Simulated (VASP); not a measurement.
## ScPb7F16 (a cell with a defect): single point with PBE

ScPb7F16 (a cell with a defect):

```
CELL_PARAMETERS angstrom
0.00000 5.91590 5.91590
5.91590 0.00000 5.91590
5.91590 5.91590 0.00000
ATOMIC_POSITIONS crystal
Sc 0.00000 0.00000 0.00000
Pb 0.00000 0.00000 0.50000
Pb 0.00000 0.50000 0.00000
Pb 0.00000 0.50000 0.50000
Pb 0.50000 0.00000 0.00000
Pb 0.50000 0.00000 0.50000
Pb 0.50000 0.50000 0.00000
Pb 0.50000 0.50000 0.50000
F 0.37254 0.37254 0.37254
F 0.37254 0.37254 0.88237
F 0.37254 0.88237 0.37254
F 0.32948 0.89017 0.89017
F 0.88237 0.37254 0.37254
F 0.89017 0.32948 0.89017
F 0.89017 0.89017 0.32948
F 0.89017 0.89017 0.89017
F 0.10983 0.10983 0.10983
F 0.10983 0.10983 0.67052
F 0.10983 0.67052 0.10983
F 0.11763 0.62746 0.62746
F 0.67052 0.10983 0.10983
F 0.62746 0.11763 0.62746
F 0.62746 0.62746 0.11763
F 0.62746 0.62746 0.62746
```

```
Program             : VASP 6.6.1
Task                : single point
Functional          : PBE
Potentials or basis : VASP PAW PBE potentials, release 64 (Sc_sv, Pb_d, F)
Cutoff              : 520 eV
k mesh              : 3 × 3 × 3
Occupations         : fermi-dirac, width 0.01 eV
Spin                : no spin polarisation
```

| Quantity | Value |
| --- | --- |
| Largest force | 0.048 eV/Å |
| Band gap on the k mesh | 4.49 eV, direct |

Forces in eV/Å, atoms in the order of the input:
```
Sc   0.000  0.000  0.000
Pb   0.000  0.000  0.000
Pb   0.000  0.000  0.000
Pb   0.000  0.000  0.000
Pb   0.000  0.000  0.000
Pb   0.000  0.000  0.000
Pb   0.000  0.000  0.000
Pb   0.000  0.000  0.000
F   -0.028 -0.028 -0.028
F    0.028  0.028 -0.028
F    0.028 -0.028  0.028
F    0.007 -0.007 -0.007
F   -0.028  0.028  0.028
F   -0.007  0.007 -0.007
F   -0.007 -0.007  0.007
F    0.007  0.007  0.007
F   -0.007 -0.007 -0.007
F    0.007  0.007 -0.007
F    0.007 -0.007  0.007
F    0.028 -0.028 -0.028
F   -0.007  0.007  0.007
F   -0.028  0.028 -0.028
F   -0.028 -0.028  0.028
F    0.028  0.028  0.028
```

Levels at points of the mesh, in eV from the valence-band top:
```tsv
k point	band 108	band 109	band 110	band 111	band 112	band 113
(0.00, 0.00, 0.00)	0.00	0.00	0.00	4.49	4.49	4.49
```

Wall time 26 min on 1 thread of Intel(R) Xeon(R) Platinum 8259CL CPU @ 2.50GHz (Skylake/Cascade Lake), on a shared host, peak memory 0.64 GiB.

Caveat: the cell carries a net charge on a neutralising background, which shifts energy and pressure; the cell is charged against a uniform background, so pressure and absolute levels hang on convention; spin-orbit coupling is left out, which as a rule narrows the gap of such compounds by several tenths of an eV. As with any semilocal functional, this PBE gap is likely too small.
